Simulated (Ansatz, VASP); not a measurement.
# Ni9N (Ni(110)-(2x1)-N added row) in two plane-wave programs, part 2 of 2

Wanted: the spread between two codes on one cell, functional and k mesh. The cell is taken from a series of runs on this material, whose earlier steps may have relaxed, scaled, displaced or heated it; both programs get it as it stands.

VASP 6.6.1 and Ansatz 0.2.0.

So far: Set-up; Ansatz: single point, LDA.

### Step 3. VASP: single point, LDA

Level of this step: LDA, spin-polarised from a ferromagnetic start; plane waves and PAW (Ni, N) (VASP).

The same cell, functional (in two slightly different forms), mesh and smearing now go to VASP, with its own data sets.

Lines of VASP's logs that name or quote its potential files are left out, and so is its time.

The input, INCAR:

```
SYSTEM = Ni9N
PREC = Accurate
ENCUT = 520
EDIFF = 1E-06
NELM = 200
ISMEAR = -1
SIGMA = 0.05
LREAL = .FALSE.
ALGO = Normal
GGA = PW92
NBANDS = 66
ISPIN = 2
MAGMOM = 0.75 0.77 0.62 0.62 0.68 0.55 0.22 0.22 0.03 0.02
LASPH = .TRUE.
LMAXMIX = 4
LORBIT = 11
LWAVE = .FALSE.
LCHARG = .FALSE.
ISIF = 2
LDIPOL = .TRUE.
IDIPOL = 3
DIPOL = 0.5 0.5 0.494
LVHAR = .TRUE.
GGA_COMPAT = .FALSE.
NELMDL = -8
KPAR = 2
```

The input, POSCAR:

```
Ni9N
1.0
    3.5200000000      0.0000000000      0.0000000000
    0.0000000000      4.9780317396      0.0000000000
    0.0000000000      0.0000000000     22.0780317396
Ni N
9 1
Direct
    0.0000000000      0.0000000000      0.3849980877
    0.0000000000      0.5000000000      0.3849980877
    0.5000000000      0.2500000000      0.4413666965
    0.5000000000      0.7500000000      0.4413666965
    0.0000000000      0.0000000000      0.4893795035
    0.0000000000      0.5000000000      0.4948638187
    0.5000000000      0.2598118665      0.5480855748
    0.5000000000      0.7401881335      0.5480855748
    0.0000000000      0.0000000000      0.5993038139
    0.5000000000      0.0000000000      0.6036022296
```

The input, KPOINTS:

```
Automatic mesh
0
Gamma
18 12 1
0 0 0
```

The projector-augmented-wave data sets are Ni and N (LDA family, release 64).

On the command line:

```sh
$ mpirun -np 2 vasp_std
```

Numbers of over 12 decimals in the logs are rounded to 6 here.

The log of the run:

```text
[banner, memory and clock lines left out]
running    2 mpi-ranks, on    1 nodes
 distrk:  each k-point on    1 cores,    2 groups
 distr:  one band on    1 cores,    1 groups

 POSCAR found type information on POSCAR NiN
 POSCAR found :  2 types and      10 ions
|                                                                             |
|               ----> ADVICE to this user running VASP <----                  |
|                                                                             |
|     You enforced a specific xc type in the INCAR file but a different       |
|     [... a line on the potential file left out ...]
|     I HOPE YOU KNOW WHAT YOU ARE DOING!                                     |
|                                                                             |

 LDA part: xc-table for (Slater(with rela. corr.)+PW92), standard interpolation
 POSCAR, INCAR and KPOINTS ok, starting setup
 FFT: planning ... GRIDC
 FFT: planning ... GRID_SOFT
 FFT: planning ... GRID
 WAVECAR not read
 entering main loop
       N       E                     dE             d eps       ncg     rms          rms(c)
DAV:   1     0.710705760930E+03    0.71071E+03   -0.40326E+04 18488   0.141E+03
DAV:   2     0.707947375122E+01   -0.70363E+03   -0.66519E+03 18634   0.330E+02
DAV:   3    -0.701667959788E+02   -0.77246E+02   -0.71815E+02 23454   0.137E+02
DAV:   4    -0.743339137002E+02   -0.41671E+01   -0.40558E+01 20372   0.317E+01
DAV:   5    -0.744113618863E+02   -0.77448E-01   -0.77343E-01 20660   0.420E+00
DAV:   6    -0.744147298331E+02   -0.33679E-02   -0.33679E-02 25328   0.687E-01
DAV:   7    -0.744148281608E+02   -0.98328E-04   -0.98327E-04 23878   0.108E-01
DAV:   8    -0.744148314448E+02   -0.32840E-05   -0.32840E-05 23302   0.178E-02    0.352E+01
DAV:   9    -0.758636356584E+02   -0.14488E+01   -0.11037E+02 23038   0.134E+02    0.432E+01
DAV:  10    -0.778401091346E+02   -0.19765E+01   -0.93758E+01 20882   0.165E+02    0.503E+01
DAV:  11    -0.815554783092E+02   -0.37154E+01   -0.74426E+01 24682   0.115E+02    0.526E+01
DAV:  12    -0.715841700490E+02    0.99713E+01   -0.41151E+01 22436   0.862E+01    0.357E+01
DAV:  13    -0.640828056920E+02    0.75014E+01   -0.15617E+01 26210   0.665E+01    0.177E+01
DAV:  14    -0.673664548985E+02   -0.32836E+01   -0.24821E+01 21884   0.990E+01    0.246E+01
[...]
DAV:  42    -0.628712163892E+02   -0.28420E-04   -0.25234E-06 15206   0.168E-02    0.762E-03
DAV:  43    -0.628712456411E+02   -0.29252E-04   -0.35076E-06 15606   0.203E-02    0.985E-03
DAV:  44    -0.628712564013E+02   -0.10760E-04   -0.10254E-06 13646   0.108E-02    0.484E-03
DAV:  45    -0.628712681676E+02   -0.11766E-04   -0.10346E-06 13460   0.643E-03    0.361E-03
DAV:  46    -0.628712748475E+02   -0.66800E-05   -0.47901E-07 12902   0.581E-03    0.179E-03
DAV:  47    -0.628712767287E+02   -0.18811E-05   -0.11828E-07 12550   0.313E-03    0.128E-03
DAV:  48    -0.628712779135E+02   -0.11848E-05   -0.49502E-08 12262   0.139E-03    0.678E-04
DAV:  49    -0.628712787806E+02   -0.86711E-06   -0.30728E-08 12192   0.961E-04
   1 F= -.62871279E+02 E0= -.62793972E+02  d E =-.154613E+00  mag=     4.2071
```

Parts of OUTCAR (step 3):

```text
ion  position               nearest neighbor table
   1  0.000  0.000  0.385-   5 2.30   4 2.49   3 2.49   3 2.49   4 2.49   2 2.49   2 2.49
   2  0.000  0.500  0.385-   6 2.43   4 2.49   3 2.49   3 2.49   4 2.49   1 2.49   1 2.49
   3  0.500  0.250  0.441-   7 2.36   5 2.40   5 2.40   6 2.46   6 2.46   1 2.49   2 2.49   2 2.49
                             1 2.49   4 2.49   4 2.49
   4  0.500  0.750  0.441-   8 2.36   5 2.40   5 2.40   6 2.46   6 2.46   1 2.49   2 2.49   2 2.49
                             1 2.49   3 2.49   3 2.49
   5  0.000  0.000  0.489-   1 2.30   3 2.40   4 2.40   3 2.40   4 2.40   9 2.43   6 2.49   6 2.49
                             7 2.54   8 2.54   7 2.54   8 2.54
   6  0.000  0.500  0.495-   2 2.43   7 2.43   8 2.43   7 2.43   8 2.43   3 2.46   4 2.46   3 2.46
                             4 2.46   5 2.49   5 2.49
   7  0.500  0.260  0.548-  10 1.78   3 2.36   8 2.39   6 2.43   6 2.43   9 2.46   9 2.46   5 2.54
                             5 2.54   8 2.59
   8  0.500  0.740  0.548-  10 1.78   4 2.36   7 2.39   6 2.43   6 2.43   9 2.46   9 2.46   5 2.54
                             5 2.54   7 2.59
   9  0.000  0.000  0.599-  10 1.76  10 1.76   5 2.43   7 2.46   7 2.46   8 2.46   8 2.46
  10  0.500  0.000  0.604-   9 1.76   9 1.76   7 1.78   8 1.78

  LATTYP: Found a simple orthorhombic cell.
 ALAT       =     3.5200000000
 B/A-ratio  =     1.4142135624
 C/A-ratio  =     6.2721681078

 Subroutine GETGRP returns: Found  4 space group operations
 (whereof  4 operations were pure point group operations)

The static configuration has the point symmetry C_2v.

 Found     70 irreducible k-points:

   k-points           NKPTS =     70   k-points in BZ     NKDIM =     70   number of bands    NBANDS=     66

   dimension x,y,z NGX =    28 NGY =   40 NGZ =  168
   dimension x,y,z NGXF=    56 NGYF=   80 NGZF=  336

   ENCUT  =  520.0 eV  38.22 Ry    6.18 a.u.   6.54  9.26 41.05*2*pi/ulx,y,z

   NELECT =      95.0000    total number of electrons

 k-points in reciprocal lattice and weights: Automatic mesh
   0.00000000  0.00000000  0.00000000       0.005
   0.05555556  0.00000000  0.00000000       0.009
   0.11111111  0.00000000  0.00000000       0.009
   0.16666667  0.00000000  0.00000000       0.009
   0.22222222  0.00000000  0.00000000       0.009
   0.27777778  0.00000000  0.00000000       0.009
   0.33333333  0.00000000  0.00000000       0.009
   0.38888889  0.00000000  0.00000000       0.009
   0.44444444  0.00000000  0.00000000       0.009
[...]
0.44444444  0.50000000  0.00000000       0.009
   0.50000000  0.50000000  0.00000000       0.005

 dipolmoment           0.000000      0.000000      0.058831 electrons x Angstroem

 average (electrostatic) potential at core
       1 -92.0213       2 -92.0069       3 -92.3760       4 -92.3760       5 -92.4264
       6 -92.3618       7 -92.5192       8 -92.5192       9 -92.6406      10 -70.7701

 E-fermi :  -1.2843

 spin component 1
 k-point     1 :       0.0000    0.0000    0.0000
  band No.  band energies     occupation
    ...
     46      -1.7289      0.99986
     47      -1.7248      0.99985
     48      -1.6591      0.99945
     49      -1.4852      0.98235
     50      -1.3362      0.73875
     51      -1.2524      0.34583
     52      -0.2750      0.00000
     53       0.0431      0.00000
     54       0.4122      0.00000
     55       1.1315      0.00000
    ...

 k-point     2 :       0.0556    0.0000    0.0000
  band No.  band energies     occupation
    ...
     45      -1.8582      0.99999
     46      -1.8030      0.99997
     47      -1.7197      0.99983
     48      -1.6703      0.99956
     49      -1.5524      0.99533
     50      -1.2661      0.40989
     51      -1.2156      0.20204
     52      -0.2567      0.00000
     53       0.0552      0.00000
     54       0.4601      0.00000
    ...

 k-point     3 :       0.1111    0.0000    0.0000
  band No.  band energies     occupation
    ...
     45      -1.8952      1.00000
     46      -1.8422      0.99999
     47      -1.7186      0.99983
     48      -1.6916      0.99971
     49      -1.6256      0.99892
     50      -1.1718      0.09548
     51      -1.1337      0.04694
     52      -0.2117      0.00000
     53       0.0897      0.00000
     54       0.5910      0.00000
    ...

 k-point     4 :       0.1667    0.0000    0.0000
  band No.  band energies     occupation
    ...
     45      -1.8693      0.99999
     46      -1.7865      0.99996
     47      -1.7397      0.99989
     48      -1.6930      0.99972
     49      -1.6639      0.99950
     50      -1.0970      0.02310
     51      -1.0323      0.00644
     52      -0.1617      0.00000
     53       0.1422      0.00000
     54       0.7541      0.00000
    ...

 k-point     5 :       0.2222    0.0000    0.0000
  band No.  band energies     occupation
    ...
     45      -1.8379      0.99998
     46      -1.7633      0.99993
     47      -1.7404      0.99989
     48      -1.6892      0.99970
     49      -1.6629      0.99949
     50      -1.0465      0.00854
     51      -0.9174      0.00065
     52      -0.1434      0.00000
     53       0.2055      0.00000
     54       0.6179      0.00000
    ...

 k-point     6 :       0.2778    0.0000    0.0000
  band No.  band energies     occupation
    ...
     45      -1.8254      0.99998
     46      -1.7661      0.99993
     47      -1.7449      0.99990
     48      -1.6936      0.99972
     49      -1.6055      0.99838
     50      -1.0299      0.00614
     51      -0.7880      0.00005
     52      -0.2774      0.00000
     53       0.2648      0.00000
     54       0.2903      0.00000
    ...

  Total       -9.0837064    -10.4919507     -2.4087753      0.0000000      0.0000000      0.0000000
  in kB      -37.6194978    -43.4516373     -9.9757647      0.0000000      0.0000000      0.0000000
  external PRESSURE =     -30.3489666 kB  Pullay stress =       0.0000000 kB

  energy-cutoff  :      520.00
  volume of cell :      386.87
      direct lattice vectors                 reciprocal lattice vectors
     3.520000000  0.000000000  0.000000000     0.284090909  0.000000000  0.000000000
     0.000000000  4.978031740  0.000000000     0.000000000  0.200882608  0.000000000
     0.000000000  0.000000000 22.078031740     0.000000000  0.000000000  0.045293893

 POSITION                                       TOTAL-FORCE (eV/Angst)
 -----------------------------------------------------------------------------------
      0.00000      0.00000      8.50000         0.000000      0.000000      0.755111
      0.00000      2.48902      8.50000         0.000000      0.000000      1.149011
      1.76000      1.24451      9.74451         0.000000      0.082631     -0.915385
      1.76000      3.73352      9.74451         0.000000     -0.082631     -0.915385
      0.00000      0.00000     10.80454         0.000000      0.000000     -0.056189
      0.00000      2.48902     10.92562         0.000000      0.000000     -0.004277
      1.76000      1.29335     12.10065         0.000000      0.036289     -0.037389
      1.76000      3.68468     12.10065         0.000000     -0.036289     -0.037389
      0.00000      0.00000     13.23145         0.000000      0.000000      0.020410
      1.76000      0.00000     13.32635         0.000000      0.000000      0.041481
 -----------------------------------------------------------------------------------
    total drift:                                0.000000      0.000000      0.009063

  FREE ENERGIE OF THE ION-ELECTRON SYSTEM (eV)
  ---------------------------------------------------
  free  energy   TOTEN  =       -62.8712787806 eV

  energy  without entropy=      -62.7166659145  energy(sigma->0) =      -62.79397235

 vacuum level on the upper side and lower side of the slab         4.121         3.514

 total charge
# of ion       s       p       d       tot
------------------------------------------
    1        0.476   0.303   8.353   9.132
    2        0.461   0.294   8.343   9.099
    3        0.509   0.498   8.335   9.342
    4        0.509   0.498   8.335   9.342
    5        0.509   0.528   8.362   9.399
    6        0.508   0.503   8.339   9.350
    7        0.519   0.560   8.414   9.493
    8        0.519   0.560   8.414   9.493
    9        0.517   0.626   8.452   9.596
   10        1.265   2.410   0.000   3.675
--------------------------------------------------
tot          5.793   6.780  75.346  87.919

 magnetization (x)
# of ion       s       p       d       tot
------------------------------------------
    1        0.002  -0.011   0.732   0.722
    2       -0.002  -0.007   0.745   0.736
    3       -0.004  -0.017   0.601   0.579
    4       -0.004  -0.017   0.601   0.579
    5       -0.005  -0.011   0.659   0.643
    6       -0.003  -0.012   0.512   0.497
    7       -0.002  -0.009   0.212   0.201
    8       -0.002  -0.009   0.212   0.201
    9        0.007   0.007   0.024   0.038
   10        0.001   0.014   0.000   0.015
--------------------------------------------------
tot         -0.012  -0.073   4.296   4.212

[... 6 further parts left out ...]
```

### Step 4. Comparison

Known differences besides the potentials themselves: VASP starts from the moments at which Ansatz ended; the data sets hold 167 valence electrons in Ansatz (on its default PAW (the set named soft_2) files) and 95 in VASP; the cutoff is 420 eV in Ansatz and 520 eV in VASP; VASP's log shows a relativistic correction to its local exchange, Ansatz's none; site moments are counted in spheres of each program's own size. Total energies have different zeros and are not compared.

The two programs side by side:

```csv
quantity,Ansatz,VASP,difference
total moment (μB),4.37,4.21,+0.16
moment on Ni2 (μB),0.77,0.74,+0.03
moment on Ni1 (μB),0.75,0.72,+0.03
moment on Ni5 (μB),0.68,0.64,+0.04
moment on Ni3 (μB),0.62,0.58,+0.04
moment on Ni4 (μB),0.62,0.58,+0.04
moment on Ni6 (μB),0.55,0.50,+0.05
moment on Ni7 (μB),0.22,0.20,+0.02
moment on Ni8 (μB),0.22,0.20,+0.02
"work function, lower of the two faces (eV)",4.81,4.80,+0.01
"work function, higher of the two faces (eV)",5.39,5.41,-0.02
```

With vacuum in the cell, a pressure given here is an average over mostly empty space and none of the material.

### Step 5. Outcome

```
difference in work function, higher of the two faces (single point, LDA) : -0.016 eV
```

In words: The difference in work function, higher of the two faces is -0.016 eV (single point, LDA). The data sets hold unlike numbers of valence electrons (167 in Ansatz and 95 in VASP), so part of the differences comes from the potentials. Such differences can come from data sets, numerical settings and the points named under the comparisons, not from the functional's error against experiment.

[Lines on the potential files, build, host, timing and source positions are cut from VASP's logs without a mark.]

[Logs are printed without paths, hosts, clocks, repeated set-up lines and the standing remarks that a program may print on its own settings, such as how far it seeks lower states.]

[Hosts, paths, dates, database ids (printed as entryN), source tags and the programs' standing remarks are cut or masked in the printed files.]
